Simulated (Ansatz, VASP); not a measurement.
# SnO2 (Cassiterite) in two plane-wave programs

Aim: how closely do two programs agree when they are given the same cell, functional and k mesh? The cell is taken from a series of runs on this material, whose earlier steps may have relaxed, scaled, displaced or heated it; both programs get it as it stands.

Calculated with Ansatz 0.2.0; plane waves, with VASP 6.6.1 beside it; single point at LDA.

## Step 1: Starting point

Symmetry: P4_2/mnm, No. 136, tetragonal system. Conventional cell: a = 4.738 Å, b = 4.738 Å, c = 3.187 Å, α = 90.00°, β = 90.00°, γ = 90.00°. Sn has 6 O at 2.05 to 2.06 Å nearest. Nearest to O lie 3 Sn at 2.05 to 2.06 Å. Farther neighbours and most contacts between anions are not listed.

As a file:

```cif
data_structure
_symmetry_space_group_name_H-M 'P 1'
_symmetry_Int_Tables_number 1
_cell_length_a 4.7380
_cell_length_b 4.7380
_cell_length_c 3.1865
_cell_angle_alpha 90.000
_cell_angle_beta 90.000
_cell_angle_gamma 90.000
_cell_volume 71.53
loop_
_atom_site_label
_atom_site_type_symbol
_atom_site_fract_x
_atom_site_fract_y
_atom_site_fract_z
_atom_site_occupancy
Sn1 Sn 0.00000 0.00000 0.00000 1
Sn2 Sn 0.50000 0.50000 0.50000 1
O3 O 0.30609 0.30609 0.00000 1
O4 O 0.19391 0.80609 0.50000 1
O5 O 0.69391 0.69391 0.00000 1
O6 O 0.80609 0.19391 0.50000 1
```

## Step 2: VASP: single point, LDA, pair 1

With cell and atoms fixed, the geometry can't cause a difference; cores, projectors, grids and the points listed under the comparison can.

Lines of VASP's logs that name or quote its potential files are left out, and so is its time.

INCAR

```
SYSTEM = SnO2
PREC = Accurate
ENCUT = 520
EDIFF = 1E-06
NELM = 120
ISMEAR = 0
SIGMA = 0.01
LREAL = .FALSE.
ALGO = Normal
GGA = PW92
NBANDS = 32
LORBIT = 11
LWAVE = .FALSE.
LCHARG = .FALSE.
ISIF = 2
LASPH = .TRUE.
GGA_COMPAT = .FALSE.
EFERMI = MIDGAP
KPAR = 2
```

POSCAR

```
SnO2
1.0
    4.7380000000      0.0000000000      0.0000000000
    0.0000000000      4.7380000000      0.0000000000
    0.0000000000      0.0000000000      3.1865000000
Sn O
2 4
Direct
    0.0000000000      0.0000000000      0.0000000000
    0.5000000000      0.5000000000      0.5000000000
    0.3060852451      0.3060852451      0.0000000000
    0.1939147549      0.8060852451      0.5000000000
    0.6939147549      0.6939147549      0.0000000000
    0.8060852451      0.1939147549      0.5000000000
```

KPOINTS

```
Automatic mesh
0
Gamma
6 6 8
0 0 0
```

Potentials, in the order of the species: Sn_d and O (LDA family, release 64).

Started as:

```sh
> mpirun -np 2 vasp_std
```

Numbers of over 12 decimals in the logs are rounded to 6 here.

What it wrote:

```text
[banner, memory and clock lines left out]
running    2 mpi-ranks, on    1 nodes
 distrk:  each k-point on    1 cores,    2 groups
 distr:  one band on    1 cores,    1 groups

 POSCAR found type information on POSCAR SnO
 POSCAR found :  2 types and       6 ions
|                                                                             |
|               ----> ADVICE to this user running VASP <----                  |
|                                                                             |
|     You enforced a specific xc type in the INCAR file but a different       |
|     [... a line on the potential file left out ...]
|     I HOPE YOU KNOW WHAT YOU ARE DOING!                                     |
|                                                                             |

 LDA part: xc-table for (Slater(with rela. corr.)+PW92), standard interpolation
 POSCAR, INCAR and KPOINTS ok, starting setup
 FFT: planning ... GRIDC
 FFT: planning ... GRID_SOFT
 FFT: planning ... GRID
 WAVECAR not read
 entering main loop
       N       E                     dE             d eps       ncg     rms          rms(c)
DAV:   1     0.640319522670E+03    0.64032E+03   -0.26177E+04  3536   0.255E+03
DAV:   2     0.479343766198E+02   -0.59239E+03   -0.56804E+03  3584   0.671E+02
DAV:   3    -0.439000871170E+02   -0.91834E+02   -0.90557E+02  3720   0.221E+02
DAV:   4    -0.483651387467E+02   -0.44651E+01   -0.44445E+01  3904   0.536E+01
DAV:   5    -0.485051314925E+02   -0.13999E+00   -0.13995E+00  4016   0.972E+00    0.158E+01
DAV:   6    -0.423732348044E+02    0.61319E+01   -0.22228E+01  5216   0.705E+01    0.615E+00
DAV:   7    -0.424063118575E+02   -0.33077E-01   -0.20593E+00  3704   0.840E+00    0.324E+00
DAV:   8    -0.423299467731E+02    0.76365E-01   -0.28702E-01  5024   0.515E+00    0.741E-01
DAV:   9    -0.423135348553E+02    0.16412E-01   -0.65876E-02  5104   0.377E+00    0.134E-01
DAV:  10    -0.423136738862E+02   -0.13903E-03   -0.45635E-03  4640   0.593E-01    0.472E-02
DAV:  11    -0.423136768685E+02   -0.29823E-05   -0.24336E-04  5136   0.211E-01    0.214E-02
DAV:  12    -0.423136802348E+02   -0.33663E-05   -0.24376E-05  4688   0.469E-02    0.147E-02
DAV:  13    -0.423136764752E+02    0.37596E-05   -0.13586E-05  4168   0.455E-02    0.157E-03
DAV:  14    -0.423136765917E+02   -0.11651E-06   -0.14746E-06  2808   0.997E-03
   1 F= -.42313677E+02 E0= -.42313677E+02  d E =0.000000E+00
```

OUTCAR, selected parts (step 2):

```text
ion  position               nearest neighbor table
   1  0.000  0.000  0.000-   3 2.05   5 2.05   4 2.06   6 2.06   4 2.06   6 2.06   2 3.71   2 3.71
                             2 3.71   2 3.71   2 3.71   2 3.71   2 3.71   2 3.71
   2  0.500  0.500  0.500-   4 2.05   6 2.05   5 2.06   3 2.06   3 2.06   5 2.06   1 3.71   1 3.71
                             1 3.71   1 3.71   1 3.71   1 3.71   1 3.71   1 3.71
   3  0.306  0.306  0.000-   1 2.05   2 2.06   2 2.06
   4  0.194  0.806  0.500-   2 2.05   1 2.06   1 2.06
   5  0.694  0.694  0.000-   1 2.05   2 2.06   2 2.06
   6  0.806  0.194  0.500-   2 2.05   1 2.06   1 2.06

  LATTYP: Found a simple tetragonal cell.
 ALAT       =     4.7380000000
 C/A-ratio  =     0.6725411566

 Subroutine GETGRP returns: Found 16 space group operations
 (whereof  8 operations were pure point group operations)

The static configuration has the point symmetry D_2h.
 The point group associated with its full space group is D_4h.

 Found     50 irreducible k-points:

   k-points           NKPTS =     50   k-points in BZ     NKDIM =     50   number of bands    NBANDS=     32

   dimension x,y,z NGX =    36 NGY =   36 NGZ =   24
   dimension x,y,z NGXF=    72 NGYF=   72 NGZF=   48

   ENCUT  =  520.0 eV  38.22 Ry    6.18 a.u.   8.81  8.81  5.92*2*pi/ulx,y,z

   NELECT =      52.0000    total number of electrons

 k-points in reciprocal lattice and weights: Automatic mesh
   0.00000000  0.00000000  0.00000000       0.003
   0.16666667  0.00000000  0.00000000       0.014
   0.33333333  0.00000000  0.00000000       0.014
   0.50000000  0.00000000  0.00000000       0.007
   0.16666667  0.16666667  0.00000000       0.014
   0.33333333  0.16666667  0.00000000       0.028
   0.50000000  0.16666667  0.00000000       0.014
   0.33333333  0.33333333  0.00000000       0.014
   0.50000000  0.33333333  0.00000000       0.014
[...]
0.50000000  0.33333333  0.50000000       0.014
   0.50000000  0.50000000  0.50000000       0.003

 average (electrostatic) potential at core
       1 -99.2171       2 -99.2171       3 -68.9974       4 -68.9974       5 -68.9974
       6 -68.9974

 E-fermi :   6.4421

 k-point     1 :       0.0000    0.0000    0.0000
  band No.  band energies     occupation
    ...
     22       4.5960      2.00000
     23       4.5960      2.00000
     24       5.0572      2.00000
     25       5.0572      2.00000
     26       5.8679      2.00000
     27       7.0164      0.00000
     28      11.8225      0.00000
     29      11.9518      0.00000
     30      11.9518      0.00000
     31      15.9472      0.00000
    ...

 k-point     2 :       0.1667    0.0000    0.0000
  band No.  band energies     occupation
    ...
     22       4.5057      2.00000
     23       4.6026      2.00000
     24       4.6183      2.00000
     25       5.0772      2.00000
     26       5.7230      2.00000
     27       7.7097      0.00000
     28      11.5925      0.00000
     29      12.0685      0.00000
     30      12.2095      0.00000
     31      16.2310      0.00000
    ...

 k-point     3 :       0.3333    0.0000    0.0000
  band No.  band energies     occupation
    ...
     22       4.1860      2.00000
     23       4.6193      2.00000
     24       4.6404      2.00000
     25       5.1292      2.00000
     26       5.4118      2.00000
     27       8.9536      0.00000
     28      11.0848      0.00000
     29      12.4109      0.00000
     30      12.5767      0.00000
     31      16.5808      0.00000
    ...

  Total       -0.2225515     -0.2225515      0.2798427      0.0000000      0.0000000      0.0000000
  in kB       -4.9846785     -4.9846785      6.2678775      0.0000000      0.0000000      0.0000000
  external PRESSURE =      -1.2338265 kB  Pullay stress =       0.0000000 kB

  energy-cutoff  :      520.00
  volume of cell :       71.53
      direct lattice vectors                 reciprocal lattice vectors
     4.738000000  0.000000000  0.000000000     0.211059519  0.000000000  0.000000000
     0.000000000  4.738000000  0.000000000     0.000000000  0.211059519  0.000000000
     0.000000000  0.000000000  3.186500000     0.000000000  0.000000000  0.313823945

 POSITION                                       TOTAL-FORCE (eV/Angst)
 -----------------------------------------------------------------------------------
      0.00000      0.00000      0.00000         0.000000      0.000000     -0.000000
      2.36900      2.36900      1.59325         0.000000      0.000000     -0.000000
      1.45023      1.45023      0.00000        -0.013684     -0.013684      0.000000
      0.91877      3.81923      1.59325         0.013684     -0.013684      0.000000
      3.28777      3.28777      0.00000         0.013684      0.013684     -0.000000
      3.81923      0.91877      1.59325        -0.013684      0.013684     -0.000000
 -----------------------------------------------------------------------------------
    total drift:                                0.000000      0.000000      0.000000

  FREE ENERGIE OF THE ION-ELECTRON SYSTEM (eV)
  ---------------------------------------------------
  free  energy   TOTEN  =       -42.3136765917 eV

  energy  without entropy=      -42.3136765917  energy(sigma->0) =      -42.31367659

 total charge
# of ion       s       p       d       tot
------------------------------------------
    1        0.894   1.125  10.389  12.408
    2        0.894   1.125  10.389  12.408
    3        1.549   3.495   0.000   5.044
    4        1.549   3.495   0.000   5.044
    5        1.549   3.495   0.000   5.044
    6        1.549   3.495   0.000   5.044
--------------------------------------------------
tot          7.985  16.227  20.779  44.991

[... 3 further parts left out ...]
```

The run ends at a pressure of -0.12 GPa, with forces up to 0.019 eV/Å.

(Continued in part 2 of 2.)

[Lines on the potential files, build, host, timing and source positions are cut from VASP's logs without a mark.]

[Logs are printed without paths, hosts, clocks, repeated set-up lines and the standing remarks that a program may print on its own settings, such as how far it seeks lower states.]

[Hosts, paths, dates, database ids (printed as entryN), source tags and the programs' standing remarks are cut or masked in the printed files.]
